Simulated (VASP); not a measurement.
# LaSi3Ru: structure and properties in VASP, part 2 of 2

Aim: relax LaSi3Ru with r2SCAN, compute its properties on that cell and hold them against experiment. The start is a computed cell from the Materials Project.

VASP 6.6.1; r2SCAN; plane waves and PAW (La, Si, Ru_pv).

Still holding for the runs below: This run has no spin polarisation. Its electron count is odd, so without a moment it is a metal by construction. The k-mesh is coarse for a metal.

So far. Step 5 (Density of states (r2SCAN)): The finer mesh and the other smearing move the Fermi level by +0.06 eV from the 6×6×6 run, one measure of the sampling error in the zero of the bands above. Of the states within 0.3 eV of the Fermi level, the largest shares in the PAW spheres are Ru d 26 %, Si p 11 % and La d 6 %. The rest lies in smaller channels or between the spheres. Step 6 (Zone-centre phonons (r2SCAN)): The three acoustic modes lie within 1.3 cm⁻¹ of zero, and all others are real.

**7. Field gradients at the nuclei (r2SCAN)**

Field gradients probe how far the charge around each nucleus departs from cubic symmetry; LASPH keeps the non-spherical terms inside the spheres.

INCAR reads:

```
SYSTEM = LaSi3Ru
PREC = Accurate
ENCUT = 400
EDIFF = 1E-07
NELM = 100
ISMEAR = 0
SIGMA = 0.05
LREAL = .FALSE.
ALGO = Normal
METAGGA = R2SCAN
LASPH = .TRUE.
NBANDS = 24
LORBIT = 11
LWAVE = .FALSE.
LCHARG = .FALSE.
KPAR = 4
LEFG = .TRUE.
```

POSCAR reads:

```
LaSi3Ru
1.0
    0.0000000000     -4.2525740404      0.0000000000
   -4.2525740404      0.0000000000      0.0000000000
    2.1262870202     -2.1262870202     -5.0089520901
La Si Ru
1 3 1
Direct
    0.9978202898      0.0021797102      0.0043594203
    0.4187652921      0.5812347079      0.1624694159
    0.2609087486      0.2390912514      0.4781825028
    0.7609087486      0.7390912514      0.4781825028
    0.6555979108      0.3444020892      0.6888041783
```

KPOINTS reads:

```
Automatic mesh
0
Gamma
6 6 6
0 0 0
```

Potentials, in the order of the species: La, Si and Ru_pv (PBE family, release 64).

Run with:

```
$ mpirun -np 4 vasp_std
```

Elapsed: 44 s, on 4 MPI ranks of Intel Xeon Platinum 8488C (Sapphire Rapids), shared host; peak memory 0.84 GiB; 2.8 min of CPU time.

Numbers from this step:

| Quantity | Value |
| --- | --- |
| SCF cycles | 17 |
| irreducible k-points | 30 |
| free energy (TOTEN) | -85.1532 eV |
| Fermi energy | 9.460 eV |
| pressure | -0.04360 GPa |

Electric field gradients, by row:

```
atom  Vxx (V/Å²)  Vyy (V/Å²)  Vzz (V/Å²)  asymmetry
 La1       -11.5       -11.5          23          0
 Si2       17.74       17.74      -35.49          0
 Si3      -39.66      -28.99       68.65      0.155
 Si4      -39.66      -28.99       68.65      0.155
 Ru5       18.92       18.92      -37.85          0
```

The largest gradient, 68.65 V/Å², sits on Si3 and like sites; the stable nuclei of Si have no quadrupole moment in their ground state, so NMR and NQR don't see it.

**8. Volume scan with r2SCAN**

An equation of state needs energies on both sides of the minimum, all on one mesh and cutoff.

Changes to INCAR since step 7:

```diff
@@ -3,3 +3,3 @@
 ENCUT = 400
-EDIFF = 1E-07
+EDIFF = 1E-06
 NELM = 100
@@ -16,2 +16,2 @@
 KPAR = 4
-LEFG = .TRUE.
+ISIF = 2
```

Changes to POSCAR since step 7:

```diff
@@ -2,5 +2,5 @@
 1.0
-    0.0000000000     -4.2525740404      0.0000000000
-   -4.2525740404      0.0000000000      0.0000000000
-    2.1262870202     -2.1262870202     -5.0089520901
+    0.0000000000     -4.1657624563      0.0000000000
+   -4.1657624563      0.0000000000      0.0000000000
+    2.0828812281     -2.0828812281     -4.9066998867
 La Si Ru
```

KPOINTS is that of step 7.

Run with:

```
$ mpirun -np 4 vasp_std
```

Elapsed: 41 s, on 4 MPI ranks; peak memory 0.84 GiB.

The scan keeps the cell's shape and the fractional positions fixed.

Numbers from this step:

* SCF cycles: 16
* free energy (TOTEN): -85.0004 eV
* energy at zero smearing: -84.9994 eV
* Fermi energy: 10.25 eV
* pressure: 9.222 GPa

Force by atom:

```
atom  x (eV/Å)  y (eV/Å)  z (eV/Å)   size
 La1     0.000     0.000     0.119  0.119
 Si2     0.000     0.000    -0.305  0.305
 Si3     0.000     0.000     0.265  0.265
 Si4     0.000     0.000     0.265  0.265
 Ru5     0.000     0.000    -0.344  0.344
```

The pressure here is 9.22 GPa.

**9. Volume scan with r2SCAN (run 2)**

INCAR is that of step 8.

Changes to POSCAR since step 8:

```diff
@@ -2,5 +2,5 @@
 1.0
-    0.0000000000     -4.1657624563      0.0000000000
-   -4.1657624563      0.0000000000      0.0000000000
-    2.0828812281     -2.0828812281     -4.9066998867
+    0.0000000000     -4.1950997782      0.0000000000
+   -4.1950997782      0.0000000000      0.0000000000
+    2.0975498891     -2.0975498891     -4.9412552497
 La Si Ru
```

KPOINTS is that of step 8.

Run with:

```
$ mpirun -np 4 vasp_std
```

Run time: 39 s. Hardware: 4 MPI ranks; peak memory 0.82 GiB; 2.5 min of CPU time.

Numbers from this step:

```
SCF cycles              : 15
free energy (TOTEN)     : -85.0868 eV
energy at zero smearing : -85.0857 eV
Fermi energy            : 9.974 eV
pressure                : 5.803 GPa
```

Force by atom:

```
atom  x (eV/Å)  y (eV/Å)  z (eV/Å)   size
 La1     0.000     0.000     0.077  0.077
 Si2     0.000     0.000    -0.194  0.194
 Si3     0.000     0.000     0.166  0.166
 Si4     0.000     0.000     0.166  0.166
 Ru5     0.000     0.000    -0.216  0.216
```

The pressure falls from 9.22 to 5.80 GPa.

The run ends at a pressure of 5.80 GPa, with forces up to 0.22 eV/Å.

**10. Volume scan with r2SCAN (run 3)**

INCAR is that of step 9.

Changes to POSCAR since step 9:

```diff
@@ -2,5 +2,5 @@
 1.0
-    0.0000000000     -4.1950997782      0.0000000000
-   -4.1950997782      0.0000000000      0.0000000000
-    2.0975498891     -2.0975498891     -4.9412552497
+    0.0000000000     -4.2240324151      0.0000000000
+   -4.2240324151      0.0000000000      0.0000000000
+    2.1120162075     -2.1120162075     -4.9753339490
 La Si Ru
```

KPOINTS is that of step 9.

Run with:

```
$ mpirun -np 4 vasp_std
```

Wall time 39 s (4 MPI ranks); peak memory 0.84 GiB; 2.5 min of CPU time.

The pressure falls from 5.80 to 2.73 GPa.

The run ends at a pressure of 2.73 GPa, with forces up to 0.100 eV/Å.

**11. Volume scan with r2SCAN (run 4)**

INCAR is that of step 10.

Changes to POSCAR since step 10:

```diff
@@ -2,5 +2,5 @@
 1.0
-    0.0000000000     -4.2240324151      0.0000000000
-   -4.2240324151      0.0000000000      0.0000000000
-    2.1120162075     -2.1120162075     -4.9753339490
+    0.0000000000     -4.2525740404      0.0000000000
+   -4.2525740404      0.0000000000      0.0000000000
+    2.1262870202     -2.1262870202     -5.0089520901
 La Si Ru
```

KPOINTS is that of step 10.

Run with:

```
$ mpirun -np 4 vasp_std
```

The job ended after 39 s (4 MPI ranks; peak memory 0.84 GiB; 2.5 min of CPU time).

The pressure falls from 2.73 to -0.05 GPa.

The run ends at a pressure of -0.05 GPa, with forces up to 0.0062 eV/Å.

**12. Volume scan with r2SCAN (run 5)**

INCAR is that of step 11.

Changes to POSCAR since step 11:

```diff
@@ -2,5 +2,5 @@
 1.0
-    0.0000000000     -4.2525740404      0.0000000000
-   -4.2525740404      0.0000000000      0.0000000000
-    2.1262870202     -2.1262870202     -5.0089520901
+    0.0000000000     -4.2807376032      0.0000000000
+   -4.2807376032      0.0000000000      0.0000000000
+    2.1403688016     -2.1403688016     -5.0421249250
 La Si Ru
```

KPOINTS is that of step 11.

Run with:

```
$ mpirun -np 4 vasp_std
```

The job ended after 52 s (4 MPI ranks; peak memory 0.85 GiB).

The pressure falls from -0.05 to -2.53 GPa.

The run ends at a pressure of -2.53 GPa, with forces up to 0.097 eV/Å.

**13. Volume scan with r2SCAN (run 6)**

INCAR is that of step 12.

Changes to POSCAR since step 12:

```diff
@@ -2,5 +2,5 @@
 1.0
-    0.0000000000     -4.2807376032      0.0000000000
-   -4.2807376032      0.0000000000      0.0000000000
-    2.1403688016     -2.1403688016     -5.0421249250
+    0.0000000000     -4.3085353795      0.0000000000
+   -4.3085353795      0.0000000000      0.0000000000
+    2.1542676897     -2.1542676897     -5.0748669134
 La Si Ru
```

KPOINTS is that of step 12.

Run with:

```
$ mpirun -np 4 vasp_std
```

It took 51 s on 4 MPI ranks; peak memory 0.86 GiB; 3.3 min of CPU time.

The pressure falls from -2.53 to -4.76 GPa.

The run ends at a pressure of -4.76 GPa, with forces up to 0.18 eV/Å.

**14. Volume scan with r2SCAN (run 7)**

A prediction first. A parabola through the 6 pressures of evenly scaled cells so far, P = -0.05 -131.5 t +294 t² GPa with t = ln(V/V₁) and V₁ the volume at scale 1, gives -6.71 GPa at t = +0.0583.

INCAR is that of step 13.

Changes to POSCAR since step 13:

```diff
@@ -2,5 +2,5 @@
 1.0
-    0.0000000000     -4.3085353795      0.0000000000
-   -4.3085353795      0.0000000000      0.0000000000
-    2.1542676897     -2.1542676897     -5.0748669134
+    0.0000000000     -4.3359790199      0.0000000000
+   -4.3359790199      0.0000000000      0.0000000000
+    2.1679895099     -2.1679895099     -5.1071917780
 La Si Ru
```

KPOINTS is that of step 13.

Run with:

```
$ mpirun -np 4 vasp_std
```

Wall time 39 s (4 MPI ranks); peak memory 0.85 GiB; 2.5 min of CPU time.

The pressure falls from -4.76 to -6.80 GPa. The parabola predicted -6.71 GPa, +0.08 GPa off.

**15. Comparing the runs**

Times are for 4 MPI ranks of Intel Xeon Platinum 8488C (Sapphire Rapids), shared host. Results by setting:

```
no.  volume scale  energy above the lowest point (meV/atom)  pressure (GPa)  time  memory (GiB)
  1          0.94                                     30.57           9.222  41 s          0.84
  2          0.96                                      13.3           5.803  39 s          0.82
  3          0.98                                      3.33           2.725  39 s          0.84
  4             1                                         0        -0.04996  39 s          0.84
  5          1.02                                      2.61          -2.525  52 s          0.85
  6          1.04                                     10.63          -4.763  51 s          0.86
  7          1.06                                     23.43          -6.797  39 s          0.85
```

**16. Fit for r2SCAN**

This step: Birch-Murnaghan fit, r2SCAN; plane waves and PAW (VASP 6.6.1).

Derived from the runs above.

Numbers from this step:

| Quantity | Value |
| --- | --- |
| pressure derivative of the bulk modulus | 4.204 |
| r.m.s. error of the fit | 1.09e-5 eV/atom |
| minimum inside the sampled range | yes |
| bulk modulus | 131.1 GPa |
| equilibrium volume of the fit | 18.13 Å³/atom |

Table of energy above the fitted minimum by volume:

```
volume (Å³/atom)  energy above the fitted minimum (eV/atom)
          17.030                                     0.0306
          17.392                                     0.0133
          17.754                                    0.00333
          18.117                                     5.2e-6
          18.479                                    0.00261
          18.841                                     0.0106
          19.204                                     0.0234
```

The fitted volume lies +0.09 % from the relaxed one. The atoms bear forces along the scan, since they were held; freeing them would lower the modulus.

**17. Summary of results**

* relaxed volume: 18.12 Å³/atom
* relaxed conventional cell a, b, c: 4.253, 4.253, 10.018 Å
* space group after relaxing, within 0.02 Å: I4mm (No. 107)
* band gap: none, a metal
* DOS at the Fermi level: 1.91 states/eV/cell
* highest zone-centre mode: 381 cm⁻¹
* largest field gradient Vzz: 68.65 V/Å² on Si3
* bulk modulus from the fit: 131 GPa
* volume from the fit: 18.1 Å³/atom

In words: With r2SCAN, LaSi3Ru relaxes to 18.12 Å³/atom in space group I4mm (held by the symmetry of the run), comes out as a metal and has a bulk modulus of 131 GPa at fixed shape and positions, an upper bound. Band structure (r2SCAN): Of the bands kept, 3 cross the Fermi level on this path. Zone-centre phonons (r2SCAN): The highest mode in this list at Γ, 380.7 cm⁻¹, is mostly motion of Si (82 % of the kinetic energy). Spin-orbit coupling is left out, and with elements this heavy it would split and shift bands near the Fermi level. The k-sampling is coarse for a metal, so the Fermi level, pressures and the shape of the cell carry errors. With an odd electron count and no spin the cell is a metal by construction. Modes at Γ alone can't show that the crystal is stable at other wave vectors. No search among competing phases was made, and a listed structure need not be the one stable at ambient conditions. All values are for a static lattice at zero temperature.

Calculation against experiment:

| quantity | measured | r2SCAN |
| --- | --- | --- |
| lattice constant a (Å) | 4.263 | 4.253 (-0.2 %) |
| lattice constant c (Å) | 9.944 | 10.018 (+0.7 %) |

Measured values from arxiv:1407.5209 (2014).

**Verdict.** The lattice constant a is off by -0.2 %: good agreement. The lattice constant c is off by +0.7 %: good agreement. The grades are ours: good and fair within 0.7 and 1.5 % for the lattice constant a and 0.8 and 2 % for the lattice constant c. Zero-point motion and thermal expansion are not in the computed lattice constants.

[Lines on the potential files, build, host, timing and source positions are cut from VASP's logs without a mark.]

[Logs are printed without paths, hosts, clocks, repeated set-up lines and the standing remarks that a program may print on its own settings, such as how far it seeks lower states.]

[Hosts, paths, dates, database ids (printed as entryN), source tags and the programs' standing remarks are cut or masked in the printed files.]

[A measured line is paired with the nearest computed mode of its activity, which favours agreement.]
